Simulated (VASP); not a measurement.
Computed with SCAN meta-GGA, VASP's PBE PAW potentials (set 64) (plane waves; VASP).

A VASP calculation is set up with these files.

INCAR:
```
ALGO=Normal
EDIFF=1E-6
EDIFFG=-0.01
ENCUT=520
IBRION=2
ISIF=3
ISMEAR=1
LASPH=T
LCHARG=F
LMAXMIX=6
LMIXTAU=T
LREAL=F
LWAVE=F
METAGGA=SCAN
NELM=100
NSW=60
PREC=Accurate
SIGMA=0.1
SYSTEM=HfN
```

File POSCAR:
```
HfN
1
    0.0000000000     2.2600000000     2.2600000000
    2.2600000000     0.0000000000     2.2600000000
    2.2600000000     2.2600000000     0.0000000000
Hf N
1 1
Direct
  0.0000000000   0.0000000000   0.0000000000
  0.5000000000   0.5000000000   0.5000000000
```

File KPOINTS:
```
Automatic mesh
0
Gamma
13 13 13
0 0 0
```

POTCAR, in this order: Hf_pv N (PBE.64 set). Program: vasp_std.

Output

### OUTCAR
```
 ion  position               nearest neighbor table
   1  0.000  0.000  0.000-   2 2.26   2 2.26   2 2.26   2 2.26   2 2.26   2 2.26
   2  0.500  0.500  0.500-   1 2.26   1 2.26   1 2.26   1 2.26   1 2.26   1 2.26
  LATTYP: Found a face centered cubic cell.
 ALAT       =     4.5200000000
 Subroutine PRICEL returns:
 Original cell was already a primitive cell.
 Subroutine GETGRP returns: Found 48 space group operations
The static configuration has the point symmetry O_h .
The dynamic configuration has the point symmetry O_h .
 Subroutine INISYM returns: Found 48 space group operations
 Subroutine IBZKPT returns following result:
 Found     84 irreducible k-points:

 Following reciprocal coordinates:
            Coordinates               Weight
  0.000000  0.000000  0.000000      1.000000
  0.076923  0.000000  0.000000      8.000000
  0.153846  0.000000  0.000000      8.000000
  0.230769  0.000000  0.000000      8.000000
  0.307692  0.000000  0.000000      8.000000
  0.384615  0.000000  0.000000      8.000000
  0.461538  0.000000  0.000000      8.000000
  0.076923  0.076923  0.000000      6.000000
  0.153846  0.076923  0.000000     24.000000
  0.230769  0.076923  0.000000     24.000000
  0.307692  0.076923  0.000000     24.000000
  0.384615  0.076923  0.000000     24.000000
  0.461538  0.076923  0.000000     24.000000
 -0.461538  0.076923  0.000000     24.000000
 -0.384615  0.076923  0.000000     24.000000
 -0.307692  0.076923  0.000000     24.000000
 -0.230769  0.076923  0.000000     24.000000
 -0.153846  0.076923  0.000000     24.000000
 -0.076923  0.076923  0.000000     12.000000
  0.153846  0.153846  0.000000      6.000000
  0.230769  0.153846  0.000000     24.000000
  0.307692  0.153846  0.000000     24.000000
  0.384615  0.153846  0.000000     24.000000
  0.461538  0.153846  0.000000     24.000000
 -0.461538  0.153846  0.000000     24.000000
 -0.384615  0.153846  0.000000     24.000000
 -0.307692  0.153846  0.000000     24.000000
 -0.230769  0.153846  0.000000     24.000000
 -0.153846  0.153846  0.000000     12.000000
  0.230769  0.230769  0.000000      6.000000
  0.307692  0.230769  0.000000     24.000000
  0.384615  0.230769  0.000000     24.000000
  0.461538  0.230769  0.000000     24.000000
 -0.461538  0.230769  0.000000     24.000000
 -0.384615  0.230769  0.000000     24.000000
 -0.307692  0.230769  0.000000     24.000000
 -0.230769  0.230769  0.000000     12.000000
  0.307692  0.307692  0.000000      6.000000
  0.384615  0.307692  0.000000     24.000000
  0.461538  0.307692  0.000000     24.000000
   k-points           NKPTS =     84   k-points in BZ     NKDIM =     84   number of bands    NBANDS=     11
   number of dos      NEDOS =    301   number of ions     NIONS =      2
   total plane-waves  NPLWV =  13824
   dimension x,y,z NGX =    24 NGY =   24 NGZ =   24
   dimension x,y,z NGXF=    48 NGYF=   48 NGZF=   48
   ions per type =               1   1
   PREC   = accura    normal or accurate (medium, high low for compatibility)
   ISTART =      0    job   : 0-new  1-cont  2-samecut
   ICHARG =      2    charge: 1-file 2-atom 10-const
   ISPIN  =      1    spin polarized calculation?
   LNONCOLLINEAR =      F non collinear calculations
   LSORBIT =      F    spin-orbit coupling
   INIWAV =      1    electr: 0-lowe 1-rand  2-diag
   ENCUT  =  520.0 eV  38.22 Ry    6.18 a.u.   5.94  5.94  5.94*2*pi/ulx,y,z
   NELM   =    100;   NELMIN=  2; NELMDL= -5     # of ELM steps
   EDIFF  = 0.1E-05   stopping-criterion for ELM
   LREAL  =      F    real-space projection
   NLSPLINE    = F    spline interpolate recip. space projectors
   LMAXMIX     =    6 max onsite mixed and CHGCAR
...
```

### OSZICAR
```
       N       E                     dE             d eps       ncg     rms          rms(c)
DAV:   1    -0.214117694505E+02   -0.21412E+02   -0.84688E+03  1848   0.132E+03
DAV:   2    -0.814076163769E+02   -0.59996E+02   -0.56449E+02  2458   0.256E+02
DAV:   3    -0.834949040803E+02   -0.20873E+01   -0.20734E+01  2383   0.415E+01
DAV:   4    -0.835140725803E+02   -0.19169E-01   -0.19091E-01  2224   0.397E+00
DAV:   5    -0.835144524052E+02   -0.37982E-03   -0.37906E-03  2404   0.394E-01    0.528E+01
DAV:   6    -0.747722226120E+02    0.87422E+01   -0.14668E+01  2214   0.325E+01    0.405E+01
DAV:   7    -0.766250414823E+02   -0.18528E+01   -0.11144E+00  2080   0.115E+01    0.231E+01
DAV:   8    -0.746037098279E+02    0.20213E+01   -0.89931E-01  2267   0.968E+00    0.162E+00
DAV:   9    -0.759959108992E+02   -0.13922E+01   -0.11996E+00  2241   0.108E+01    0.409E+00
DAV:  10    -0.759393781236E+02    0.56533E-01   -0.15591E-01  2162   0.425E+00    0.638E-01
DAV:  11    -0.759306294560E+02    0.87487E-02   -0.57922E-03  2019   0.891E-01    0.486E-01
DAV:  12    -0.759351971471E+02   -0.45677E-02   -0.42250E-04  2204   0.245E-01    0.593E-01
DAV:  13    -0.759267273302E+02    0.84698E-02   -0.34775E-03  1908   0.883E-01    0.119E+00
DAV:  14    -0.759272992234E+02   -0.57189E-03   -0.69755E-03  2214   0.800E-01    0.301E-01
DAV:  15    -0.759273737067E+02   -0.74483E-04   -0.43827E-04  2321   0.237E-01    0.833E-02
DAV:  16    -0.759274012251E+02   -0.27518E-04   -0.78734E-06  2173   0.375E-02    0.835E-02
DAV:  17    -0.759273302862E+02    0.70939E-04   -0.15267E-05  1941   0.692E-02    0.307E-02
DAV:  18    -0.759274215546E+02   -0.91268E-04   -0.57282E-05  1902   0.115E-01    0.377E-02
DAV:  19    -0.759274149015E+02    0.66531E-05   -0.22815E-06  2196   0.224E-02    0.492E-02
DAV:  20    -0.759274237936E+02   -0.88921E-05   -0.65937E-06  2106   0.269E-02    0.130E-02
DAV:  21    -0.759274231660E+02    0.62763E-06   -0.11491E-06  1246   0.151E-02
   1 F= -.75927423E+02 E0= -.75927301E+02  d E =-.759274E+02
       N       E                     dE             d eps       ncg     rms          rms(c)
DAV:   1    -0.760560616742E+02   -0.12864E+00   -0.39621E+00  1848   0.209E+01    0.756E+00
DAV:   2    -0.759294416952E+02    0.12662E+00   -0.24095E-01  1941   0.514E+00    0.276E+00
DAV:   3    -0.759070332559E+02    0.22408E-01   -0.66861E-02  2090   0.282E+00    0.246E+00
DAV:   4    -0.759066434169E+02    0.38984E-03   -0.88899E-03  2118   0.118E+00    0.140E+00
DAV:   5    -0.759042490773E+02    0.23943E-02   -0.45300E-03  2133   0.857E-01    0.237E-01
DAV:   6    -0.759069984676E+02   -0.27494E-02   -0.37035E-03  1896   0.935E-01    0.820E-02
DAV:   7    -0.759071841939E+02   -0.18573E-03   -0.28038E-04  1953   0.248E-01    0.151E-02
DAV:   8    -0.759071370236E+02    0.47170E-04   -0.90905E-05  2136   0.128E-01    0.386E-02
DAV:   9    -0.759071815566E+02   -0.44533E-04   -0.30225E-05  1929   0.841E-02    0.204E-02
DAV:  10    -0.759071665662E+02    0.14990E-04   -0.47888E-06  2010   0.340E-02    0.672E-03
DAV:  11    -0.759071673836E+02   -0.81741E-06   -0.14119E-07  1074   0.581E-03
   2 F= -.75907167E+02 E0= -.75906999E+02  d E =0.202558E-01
       N       E                     dE             d eps       ncg     rms          rms(c)
DAV:   1    -0.759953053408E+02   -0.88139E-01   -0.17659E+00  1851   0.139E+01    0.491E+00
DAV:   2    -0.759425445119E+02    0.52761E-01   -0.11288E-01  1881   0.358E+00    0.186E+00
DAV:   3    -0.759344941697E+02    0.80503E-02   -0.33153E-02  2056   0.199E+00    0.174E+00
DAV:   4    -0.759340349511E+02    0.45922E-03   -0.40800E-03  2097   0.777E-01    0.103E+00
DAV:   5    -0.759330766024E+02    0.95835E-03   -0.30667E-03  2073   0.630E-01    0.882E-02
DAV:   6    -0.759338026246E+02   -0.72602E-03   -0.32094E-03  1863   0.839E-01    0.104E-01
DAV:   7    -0.759339246665E+02   -0.12204E-03   -0.45102E-04  1872   0.321E-01    0.160E-02
DAV:   8    -0.759339473931E+02   -0.22727E-04   -0.17415E-05  2240   0.479E-02    0.342E-02
DAV:   9    -0.759339481589E+02   -0.76573E-06   -0.55284E-06  1982   0.304E-02
   3 F= -.75933948E+02 E0= -.75933810E+02  d E =-.652499E-02
```

**OUTCAR**
```
------------------------ aborting loop because EDIFF is reached ----------------------------------------
  FORCE on cell =-STRESS in cart. coord.  units (eV):
  Direction    XX          YY          ZZ          XY          YZ          ZX
  --------------------------------------------------------------------------------------
  Total       -0.0107617     -0.0107617     -0.0107617      0.0000000      0.0000000      0.0000000
  in kB       -0.7600665     -0.7600665     -0.7600665      0.0000000      0.0000000      0.0000000
  external PRESSURE =      -0.7600665 kB  Pullay stress =       0.0000000 kB
  volume of cell :       22.69
      direct lattice vectors                 reciprocal lattice vectors
     0.000000000  2.246831491  2.246831491    -0.222535603  0.222535603  0.222535603
     2.246831491  0.000000000  2.246831491     0.222535603 -0.222535603  0.222535603
     2.246831491  2.246831491  0.000000000     0.222535603  0.222535603 -0.222535603
 POSITION                                       TOTAL-FORCE (eV/Angst)
 -----------------------------------------------------------------------------------
      0.00000      0.00000      0.00000        -0.000000     -0.000000      0.000000
      2.24683      2.24683      2.24683         0.000000      0.000000     -0.000000
 -----------------------------------------------------------------------------------
    total drift:                                0.000000     -0.000000     -0.000000
  FREE ENERGIE OF THE ION-ELECTRON SYSTEM (eV)
  ---------------------------------------------------
  free  energy   TOTEN  =       -75.9339481589 eV

  energy  without entropy=      -75.9335344232  energy(sigma->0) =      -75.93381025

 reached required accuracy - stopping structural energy minimisation
```
(Selected blocks of OUTCAR.)

CONTCAR:
```
HfN
   1.00000000000000
     0.0000000000000000    2.2468314909919580    2.2468314909919580
     2.2468314909919580    0.0000000000000000    2.2468314909919580
     2.2468314909919580    2.2468314909919580    0.0000000000000000
  Hf              N
     1     1
Direct
     0.0000000000000000    0.0000000000000000    0.0000000000000000
     0.5000000000000000    0.5000000000000000    0.5000000000000000
```

### OUTCAR
```
 val. band max:        8.5905409804   @ k =   0.1538   0.0000   0.0000

 cond. band min:       8.6449451891   @ k =  -0.3846   0.3077   0.0000


 Fermi energy:         8.6141156816

 k-point     1 :       0.0000    0.0000    0.0000
  band No.  band energies     occupation
      1     -23.1979      2.00000
      2     -23.1978      2.00000
      3     -23.1978      2.00000
      4     -10.3014      2.00000
      5       5.1825      2.00000
      6       5.1825      2.00000
      7       5.1825      2.00000
      8       8.1601      2.00000
      9       8.1601      2.00000
     10       8.1601      2.00000
     11      10.5309     -0.00000

 k-point     2 :       0.0769    0.0000    0.0000
  band No.  band energies     occupation
      1     -23.2682      2.00000
      2     -23.2032      2.00000
      3     -23.2030      2.00000
      4     -10.1540      2.00000
      5       4.5760      2.00000
      6       4.8246      2.00000
      7       4.8246      2.00000
      8       8.3205      2.00027
      9       8.3678      2.00272
     10       8.3678      2.00272
     11      10.9849      0.00000

 k-point     3 :       0.1538    0.0000    0.0000
  band No.  band energies     occupation
      1     -23.4574      2.00000
      2     -23.2177      2.00000
      3     -23.2176      2.00000
      4      -9.7414      2.00000
      5       3.3117      2.00000
      6       4.0606      2.00000
      7       4.0606      2.00000
      8       8.5905      1.38698
      9       8.9034     -0.00034
     10       8.9034     -0.00034
     11      12.0651      0.00000

 k-point     4 :       0.2308    0.0000    0.0000
  band No.  band energies     occupation
      1     -23.7112      2.00000
      2     -23.2381      2.00000
      3     -23.2380      2.00000
      4      -9.1428      2.00000
      5       1.9394      2.00000
      6       3.2615      2.00000
      7       3.2615      2.00000
      8       8.9957     -0.00000
      9       9.6904     -0.00000
...
```

Unless said otherwise, spin-orbit coupling is left out, though it shifts the bands of the heavy elements here.

The compound is HfN in the rock salt structure. This run relaxes it. Symmetry was kept, so distortions that lower it aren't found. The electron count is odd and the run is not spin-polarised, which forces a metal.
